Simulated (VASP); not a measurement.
The system is PtSe2.

```
Pt Se
1.0
     3.72400    0.00000    0.00000
    -1.86200    3.22508    0.00000
     0.00000    0.00000    5.06200
Pt Se
1 2
Direct
  0.00000 0.00000 0.00000
  0.33333 0.66667 0.25000
  0.66667 0.33333 0.75000
```

```yaml
Program: VASP 6.6.1
Task: relaxation of cell and atoms
Functional: LDA
Potentials_or_basis: VASP PAW LDA potentials, release 64 (Pt, Se)
Cutoff: 350 eV
k_mesh: 6 × 6 × 4
Occupations: gaussian, width 0.02 eV
Spin: no spin polarisation
```

At the start: pressure -0.2 GPa; volume 20.27 Å³/atom.

Q: How do energy, volume and symmetry change on relaxing?

A: Over 24 steps the energy falls by 13.1 meV/atom and the volume is 19.31 Å³/atom (-4.7 %); space group P-3m1 (No. 164, to 0.05 Å).

The path:
| step | energy change (eV) | largest force (eV/Å) | pressure (GPa) | volume (Å³) |
| --- | --- | --- | --- | --- |
| 1 | 0.0000 | 0.2392 | -0.25 | 60.80 |
| 2 | -0.0081 | 0.2196 | -0.64 | 60.52 |
| 3 | -0.0269 | 0.0125 | -1.55 | 59.69 |
| 4 | -0.0162 | 0.5359 | -2.66 | 58.01 |
| 5 | -0.0315 | 0.1433 | -1.89 | 59.19 |
| 6 | -0.0348 | 0.1220 | -1.33 | 58.79 |
| 7 | -0.0379 | 0.0817 | -0.15 | 58.01 |
| 8 | -0.0380 | 0.0770 | -0.01 | 57.91 |
| 9 | -0.0382 | 0.0662 | 0.01 | 57.92 |
| 10 | -0.0388 | 0.0343 | 0.04 | 57.93 |
| 11 | -0.0392 | 0.0292 | 0.10 | 57.96 |
| 12 | -0.0392 | 0.0169 | 0.09 | 57.95 |
| 13 | -0.0392 | 0.0051 | -0.06 | 58.00 |
| 14 | -0.0392 | 0.0064 | -0.04 | 57.99 |
| 15 | -0.0393 | 0.0062 | -0.04 | 57.98 |
| 16 | -0.0393 | 0.0046 | -0.01 | 57.95 |
| 17 | -0.0393 | 0.0012 | 0.02 | 57.88 |
| 18 | -0.0393 | 0.0028 | 0.00 | 57.92 |
| 19 | -0.0393 | 0.0029 | 0.00 | 57.92 |
| 20 | -0.0393 | 0.0022 | 0.01 | 57.90 |
| 21 | -0.0393 | 0.0025 | 0.01 | 57.91 |
| 22 | -0.0393 | 0.0011 | -0.02 | 57.92 |
| 23 | -0.0393 | 0.0004 | -0.01 | 57.92 |
| 24 | -0.0393 | 0.0005 | 0.00 | 57.92 |

Final structure:
```cif
data_structure
_symmetry_space_group_name_H-M 'P 1'
_symmetry_Int_Tables_number 1
_cell_length_a 3.7391
_cell_length_b 3.7391
_cell_length_c 4.7833
_cell_angle_alpha 90.000
_cell_angle_beta 90.000
_cell_angle_gamma 120.000
_cell_volume 57.92
loop_
_atom_site_label
_atom_site_type_symbol
_atom_site_fract_x
_atom_site_fract_y
_atom_site_fract_z
_atom_site_occupancy
Pt1 Pt 0.00000 0.00000 0.00000 1
Se1 Se 0.33333 0.66667 0.26472 1
Se2 Se 0.66667 0.33333 0.73528 1
```
